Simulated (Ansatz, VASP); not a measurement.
# SnH5CN2Cl3 (CH(NH2)2SnCl3) in two plane-wave programs, part 2 of 2

Aim: how closely do two programs agree when they are given the same cell, functional and k mesh? The cell is generated by rule, not measured, and may not be a known phase. The cell is taken from a series of runs on this material, whose earlier steps may have relaxed, scaled, displaced or heated it; both programs get it as it stands.

VASP 6.6.1 and Ansatz 0.2.0.

So far: The structure; VASP: dielectric response, PBE.

The structure was built from a prototype and need not be the compound's stable phase.

## (3) Ansatz: dielectric response, PBE

Level of this step: Ansatz beside VASP: Kohn-Sham DFT, plane waves, PBE (Ansatz).

Ansatz runs on its PAW soft_1 files.

The same cell, functional and mesh now go to Ansatz, which takes its cutoff from its data sets.

File input.yaml:

```yaml
crystal:
  lattice:
    - [5.7495448321, 0.0614553157, 0.5447128158]
    - [0.0614553157, 5.9088202652, -0.0666377089]
    - [0.5447128158, -0.0666377089, 5.7481586069]
  atoms:
    - { symbol: C, position: [-0.0189059328, 0.9436820466, 0.0178882993] }
    - { symbol: H, position: [-0.0737775816, 0.7742508549, 0.0712310994] }
    - { symbol: "N", position: [0.8814618376, 0.0396557453, 0.8574399153] }
    - { symbol: "N", position: [0.1418197887, 0.0378510038, 0.1189453882] }
    - { symbol: H, position: [0.7615626863, 0.9546566502, -0.2185394962] }
    - { symbol: H, position: [0.2164826987, 0.9514571223, 0.2385203937] }
    - { symbol: H, position: [0.9296576348, 0.1951346974, 0.7904406074] }
    - { symbol: H, position: [0.2101028628, 0.1931330491, 1.0718434576] }
    - { symbol: Sn, position: [0.4856819093, 0.4914066488, 0.5142706067] }
    - { symbol: Cl, position: [0.4386582902, 0.5018149019, -0.0293362885] }
    - { symbol: Cl, position: [0.496771532, -0.070419092, 0.5038700487] }
    - { symbol: Cl, position: [0.0293323699, 0.5028959437, 0.5604372443] }
kpoints:
  mp_grid: { grid: [4, 4, 4] }
hamiltonian:
  xc: pbe
  pseudopotentials: { kind: paw, azcp: { folder: soft_1 } }
scf:
  occupations: { method: fixed }
dielectric: {}
```

Command:

```sh
$ ansatz run input.yaml --threads 2 --pin off --max-ram 92160MiB --backend cuda --events-out ev --progress --plain --runs-dir out --devices 1 --max-vram 13GiB
```

Numbers of over 12 decimals in the logs are rounded to 6 here.

Output:

```text
GPUs: using 1 of 1 available (devices: 1).
Engine: ansatz 0.2.0, x86_64-unknown-linux-gnu
Pseudopotentials: kind: paw
Pseudopotential: C, paw, valence charge 4, recommended cutoff 420 eV (normal), soft_1/C.paw.azcp
Pseudopotential: H, paw, valence charge 1, recommended cutoff 420 eV (normal), soft_1/H.paw.azcp
Pseudopotential: N, paw, valence charge 5, recommended cutoff 420 eV (normal), soft_1/N.paw.azcp
Pseudopotential: Sn, paw, valence charge 14, recommended cutoff 420 eV (normal), soft_1/Sn.paw.azcp
Pseudopotential: Cl, paw, valence charge 7, recommended cutoff 420 eV (normal), soft_1/Cl.paw.azcp
Functional definition: PBE
  parameter kappa = 0.804
  parameter beta = 0.066725
  exchange = pbe_x(kappa = kappa, mu = beta*pi^2/3)
  correlation = pbe_c(beta = beta)
device memory: the entry about to start is reckoned to put 1.9 GiB on a device that reports 45.6 GiB free (of which the cap on the GPU budget leaves the run 13.0 GiB)
GPU FFT provider: cuFFT
GPU libraries: cuBLAS 13.8.2, cuFFT 12.4.0, cuSOLVER 12.3.4
Crystal: 12 atoms, lattice volume = 193.477 Å³
Basis set: ecut = 420 eV, 3783 PW (Γ), exchange–correlation on 80×80×80 points (8 copies of the dense FFT grid, shifted against one another)
Bands: 39, of which v1, the nominal top of the filled ones, is band 27 counted from 1 (26 counted from 0)
Symmetry: 1 space group operations
k-points: 36 of 64 (time reversal used)
Non-local potential: C, projectors of the file, l = 0: 2, l = 1: 2, l = 2: 1
Non-local potential: H, projectors of the file, l = 0: 2, l = 1: 1
Non-local potential: N, projectors of the file, l = 0: 2, l = 1: 2, l = 2: 1
Non-local potential: Sn, projectors of the file, l = 0: 2, l = 1: 2, l = 2: 2, l = 3: 1
Non-local potential: Cl, projectors of the file, l = 0: 2, l = 1: 2, l = 2: 1
PAW form: soft (Blöchl's): semilocal exchange-correlation on the pseudo side does not see the compensation charge
PAW one-centre angular grid: C, 110 points (default); XC on 64 Gauss nodes
PAW one-centre angular grid: H, 110 points (default); XC on 64 Gauss nodes
PAW one-centre angular grid: N, 110 points (default); XC on 64 Gauss nodes
PAW one-centre angular grid: Sn, 590 points (default); XC on 64 Gauss nodes
PAW one-centre angular grid: Cl, 110 points (default); XC on 64 Gauss nodes
Initial density: superposition of atomic densities (chi_scale 0.1, normalization cell), built separately for each of the 2 bonded fragments (scf.initial_density.interfragment_charge_transfer: auto; true builds it for the cell as a whole; a typed value also counts as a typed key of the start: scf.initial_density.chi_scale says what that changes, if anything)
Initial wavefunctions: pseudopotential atomic-orbital guess
GPU buffer pool allocated for 64000 grid points (all kernels)
GPU transforms: local potential and band sums: pruned to the plane-wave sphere, on 40×40×40
Functional: x = pbe(κ = 0.804, μ = 0.219515), c = pbe(β = 0.066725)
SCF iter   1: F=—  HF=-10370.795924 eV  |F-HF|=—  |Δ(HF+E_count)|=         —  Δρ=7.29e-2  dr2=9.20e0  ethr=3.10e-3  ⟨swp⟩=5.0  Hψ=5264  notcnv=0  defer=343
preconditioner: auto → Resta (q_TF=auto, 2.206 Å⁻¹)  ε∞=2.8  [insulator: Δε(μ)=2.390 eV  Ē_g=12.585 eV  n_scr=28 (ndim 8)  ℏωp=16.9 eV  f_vac=0.032  ε∞_Penn≈2.8]
SCF iter   2: F=—  HF=-10368.196062 eV  |F-HF|=—  |Δ(HF+E_count)|=    2.60e0  Δρ=3.22e-2  dr2=1.41e0  ethr=3.10e-3  ⟨swp⟩=3.0  Hψ=2923  notcnv=0  defer=338
SCF iter   3: F=—  HF=-10367.872054 eV  |F-HF|=—  |Δ(HF+E_count)|=   3.24e-1  Δρ=1.17e-2  dr2=2.30e-1  ethr=2.61e-3  ⟨swp⟩=2.5  Hψ=2334  notcnv=0  defer=349
SCF iter   4: F=—  HF=-10367.842075 eV  |F-HF|=—  |Δ(HF+E_count)|=   3.00e-2  Δρ=2.78e-3  dr2=1.62e-2  ethr=4.25e-4  ⟨swp⟩=2.0  Hψ=2008  notcnv=0  defer=360
SCF iter   5: F=—  HF=-10367.847733 eV  |F-HF|=—  |Δ(HF+E_count)|=   5.66e-3  Δρ=8.72e-4  dr2=1.82e-3  ethr=2.99e-5  ⟨swp⟩=2.0  Hψ=1984  notcnv=0  defer=360
SCF iter   6: F=—  HF=-10367.849784 eV  |F-HF|=—  |Δ(HF+E_count)|=   2.05e-3  Δρ=2.17e-4  dr2=1.24e-4  ethr=3.37e-6  ⟨swp⟩=2.0  Hψ=2143  notcnv=0  defer=360
SCF iter   7: F=—  HF=-10367.849854 eV  |F-HF|=—  |Δ(HF+E_count)|=   7.05e-5  Δρ=5.81e-5  dr2=6.47e-6  ethr=2.29e-7  ⟨swp⟩=2.6  Hψ=2181  notcnv=0  defer=358
SCF iter   8: F=—  HF=-10367.849829 eV  |F-HF|=—  |Δ(HF+E_count)|=   2.56e-5  Δρ=1.17e-5  dr2=3.59e-7  ethr=1.20e-8  ⟨swp⟩=2.0  Hψ=1828  notcnv=0  defer=352
SCF iter   9: F=—  HF=-10367.849829 eV  |F-HF|=—  |Δ(HF+E_count)|=   6.62e-7  Δρ=7.64e-6  dr2=1.12e-7  ethr=6.64e-10  ⟨swp⟩=2.0  Hψ=2052  notcnv=0  defer=352
SCF iter  10: F=—  HF=-10367.849829 eV  |F-HF|=—  |Δ(HF+E_count)|=   1.11e-8  Δρ=4.17e-6  dr2=3.31e-8  ethr=2.08e-10  ⟨swp⟩=2.0  Hψ=1898  notcnv=0  defer=352
SCF iter  11: F=—  HF=-10367.849829 eV  |F-HF|=—  |Δ(HF+E_count)|=  6.46e-10  Δρ=8.38e-7  dr2=1.63e-9  ethr=6.13e-11  ⟨swp⟩=2.0  Hψ=1882  notcnv=0  defer=352
SCF iter  12: F=—  HF=-10367.849829 eV  |F-HF|=—  |Δ(HF+E_count)|=   2.15e-9  Δρ=2.57e-7  dr2=1.21e-10  ethr=3.01e-12  ⟨swp⟩=2.0  Hψ=1848  notcnv=0  defer=352
SCF iter  13: F=-10367.849829 eV  HF=-10367.849829 eV  |F-HF|=3.64e-12  |Δ(HF+E_count)|=  1.49e-10  Δρ=1.00e-7  dr2=1.88e-11  ethr=1.00e-12  ⟨swp⟩=15.2  Hψ=8826  notcnv=0
SCF 1 converged in 13 iterations: F = -10367.849829 eV  dr2 = 1.88e-11
[...]
device memory: the entry about to start is reckoned to put 1.6 GiB (of the 1.7 GiB reckoned in all, the device holds 0.1 GiB already) on a device that reports 45.4 GiB free (of which the cap on the GPU budget leaves the run 12.9 GiB)
DFPT response loops at Γ: preconditioner auto → Resta (q_TF=auto, 2.206 Å⁻¹)  ε∞=5.0 (no band partly filled); β = 1.00, the filter's whole step (`scf.mixing.beta` (0.50) is not read by the response loops at its default; to damp them type it under 1.00, their step now; it binds the ground state too); Broyden in place of MSR1
── the response to a field inside a basis, on 8×8×8 k-points: an SCF that follows is theirs, and a resumed run solves both again ──
device memory: the entry about to start is reckoned to put 1.3 GiB on a device that reports 47.5 GiB free (of which the cap on the GPU budget leaves the run 12.9 GiB)
GPU FFT provider: cuFFT
GPU libraries: cuBLAS 13.8.2, cuFFT 12.4.0, cuSOLVER 12.3.4
Bands: 28, of which v1, the nominal top of the filled ones, is band 27 counted from 1 (26 counted from 0)
k-points: 256 of 512 (time reversal used)
Initial density: handed on by an earlier stage of this run
Initial wavefunctions: pseudopotential atomic-orbital guess (no wavefunctions were taken with the density)
GPU buffer pool allocated for 64000 grid points (all kernels)
GPU transforms: band sums: pruned to the plane-wave sphere, on 40×40×40
Eigensolver: Dense (256 Hₖ)
SCF iter   1: F=—  HF=-10367.802992 eV  |F-HF|=—  |Δ(HF+E_count)|=         —  Δρ=2.97e-4  dr2=4.64e-5  ethr=1.00e-1
preconditioner: auto → Resta (q_TF=auto, 2.206 Å⁻¹)  ε∞=4.1  [insulator: Δε(μ)=2.552 eV  Ē_g=9.792 eV  n_scr=28 (ndim 8)  ℏωp=17.3 eV  f_vac=0.095  ε∞_Penn≈4.1]
SCF iter   2: F=—  HF=-10367.803038 eV  |F-HF|=—  |Δ(HF+E_count)|=   4.59e-5  Δρ=1.59e-4  dr2=1.34e-5  ethr=8.60e-8
SCF iter   3: F=—  HF=-10367.803058 eV  |F-HF|=—  |Δ(HF+E_count)|=   2.00e-5  Δρ=1.01e-5  dr2=1.99e-7  ethr=2.48e-8
SCF iter   4: F=-10367.803058 eV  HF=-10367.803058 eV  |F-HF|=1.94e-8  |Δ(HF+E_count)|=   1.18e-7  Δρ=3.37e-6  dr2=2.32e-8  ethr=3.68e-10
SCF 1 converged in 4 iterations: F = -10367.803058 eV  dr2 = 2.32e-8
device memory: the entry about to start is reckoned to put 0.1 GiB (of the 1.1 GiB reckoned in all, the device holds 1.0 GiB already) on a device that reports 45.1 GiB free (of which the cap on the GPU budget leaves the run 12.3 GiB)
device memory: the entry about to start is reckoned to put 6.5 GiB on a device that reports 46.3 GiB free (of which the cap on the GPU budget leaves the run 12.7 GiB)
DFPT response loops at Γ: preconditioner auto → Resta (q_TF=auto, 2.206 Å⁻¹)  ε∞=4.8 (no band partly filled); β = 1.00, the filter's whole step (`scf.mixing.beta` (0.50) is not read by the response loops at its default; to damp them type it under 1.00, their step now; it binds the ground state too); Broyden in place of MSR1
SCF converged after 13 iterations
Free energy (F): -10367.849829 eV
Harris-Foulkes:  -10367.849829 eV  (|F-HF|=3.64e-12)
Internal energy: -10367.849829 eV  (E = F + TS)
E sigma→0 (E₀):  -10367.849829 eV
Fermi energy:    2.238061 eV
--- Per-component energies (eV) ---
  E_band       = -409.743873
  E_kinetic    = 1038.449140
  E_local      = -3380.330508  (includes V_loc(G=0)·N_el)
  E_nonlocal   = 335.937052
  E_hartree    = 1335.048253
  E_xc         = -655.060308
  E_vxc        = -690.220962  (∫ρ·V_xc dr)
  E_paw        = -6706.121615  (= ΣΔE_a)
  E_vpaw       = -383.672389  (= ΣTr[D̂ρ^β])
  E_aug_tail   = -0.002633  (compensation charges beyond the density's cutoff)
  E_ewald      = -2335.769210
  E_smearing   = -0.000000  (= −TS)
  E_closure    = -0.000000  (closes the sum)
  Σ components = -10367.849829   (vs F -10367.849829, Δ=0.00e0)
--- Band table (eV; the first three rows and the last of 36) ---
  k-point 0: bands = [... 23 lower, 0.0997, 0.1720, 0.2095, 0.6221, 5.6210, 6.7098, 7.4040, 7.7683, ... 8 higher]
  k-point 1: bands = [... 23 lower, 0.0698, 0.1876, 0.2942, 0.7522, 5.6132, 6.3285, 7.1634, 7.4681, ... 8 higher]
  k-point 2: bands = [... 23 lower, 0.0936, 0.2116, 0.3781, 1.0846, 5.3501, 5.6007, 7.1382, 7.5067, ... 8 higher]
  k-point 35: bands = [... 23 lower, 0.3018, 0.4067, 0.4948, 2.2381, 4.6061, 4.8349, 5.1764, 5.5979, ... 8 higher]
--- Dielectric response (ions clamped): 3 representative field directions + reference, inside a basis on a mesh of 512 k-points (Σ response iterations 18) ---
  ε∞ (high-frequency dielectric tensor):
        3.592603     0.120509     0.346531
        0.120509     3.504403    -0.123218
        0.346531    -0.123218     3.591605
  Born effective charges Z* (e; rows j = field, columns β = displacement):
    site 0:
         1.40091    0.00824    1.03135
         0.01443    0.35542   -0.02974
         1.03025   -0.02424    1.40806
    site 1:
         0.19647   -0.03708   -0.04269
        -0.02112    0.08686    0.02095
        -0.04181    0.03823    0.19608
    site 2:
        -1.01506    0.35750   -0.61059
        -0.00892   -0.63963    0.08304
        -0.48430    0.50007   -1.21417
    site 3:
        -1.21041   -0.49260   -0.48544
        -0.07823   -0.63430    0.01180
        -0.60887   -0.35300   -1.01846
    site 4:
         0.71786    0.07454    0.26522
         0.08780    0.29964    0.17250
         0.30801    0.18846    0.50078
    site 5:
         0.49456   -0.18701    0.29834
        -0.16983    0.30175   -0.08717
         0.25399   -0.07363    0.70999
    site 6:
         0.30316    0.04696   -0.17954
         0.04221    0.78758   -0.29945
        -0.16775   -0.39687    0.41810
    site 7:
[...]
site 8:
[...]
site 9:
[...]
-0.13491   -0.70274    0.15027
        -0.03995   -0.00652   -3.12291
    site 10:
        -0.75469   -0.14690   -0.21512
         0.00406   -2.91761   -0.00379
        -0.21494    0.14357   -0.75114
    site 11:
        -3.12548    0.01614   -0.04244
        -0.14225   -0.70302    0.13731
        -0.18893    0.13335   -0.72520
  Z* charge neutrality: 1.021e-2 e pre-enforcement
  solved inside a basis spanned on kpoints, on 8×8×8 k-points, its susceptibility summed on 10×8×10: ε∞ is read to err by 1.0e-2, Z* by 2.2e-2 e (field_mesh: kpoints solves on kpoints); Z* is corrected for what the basis lacks
```

## (4) Side by side

Known differences besides the potentials themselves: fixed occupations in Ansatz, narrow Gaussian smearing in VASP; VASP's response is taken on the typed mesh, Ansatz refines its own for the field response alone; the cutoff is 420 eV in Ansatz and 520 eV in VASP. Total energies have different zeros and are not compared.

Compared:

| quantity | Ansatz | VASP | difference |
| --- | --- | --- | --- |
| ε∞ xx | 3.59 | 3.72 | -3.45 % |
| ε∞ yy | 3.50 | 3.72 | -5.79 % |
| ε∞ zz | 3.59 | 3.72 | -3.43 % |
| Born charge of C1 (mean of the diagonal) (e) | 1.05 | 1.07 | -0.01 |
| Born charge of H2 (mean of the diagonal) (e) | 0.16 | 0.17 | -0.01 |
| Born charge of N7 (mean of the diagonal) (e) | -0.96 | -0.94 | -0.02 |
| Born charge of Sn9 (mean of the diagonal) (e) | 3.19 | 3.18 | +0.01 |
| Born charge of Cl10 (mean of the diagonal) (e) | -1.52 | -1.54 | +0.02 |

## (5) What came out

| Property | Result |
| --- | --- |
| difference in ε∞ yy (dielectric response, PBE) | -5.8 % |

What this shows: The difference in ε∞ yy is -5.8 % (dielectric response, PBE), beyond the 5 % picked in this series as the mark of a large difference. How closely two codes agree says nothing of how well the functional describes the real material.

[Lines on the potential files, build, host, timing and source positions are cut from VASP's logs without a mark.]

[Logs are printed without paths, hosts, clocks, repeated set-up lines and the standing remarks that a program may print on its own settings, such as how far it seeks lower states.]

[Hosts, paths, dates, database ids (printed as entryN), source tags and the programs' standing remarks are cut or masked in the printed files.]
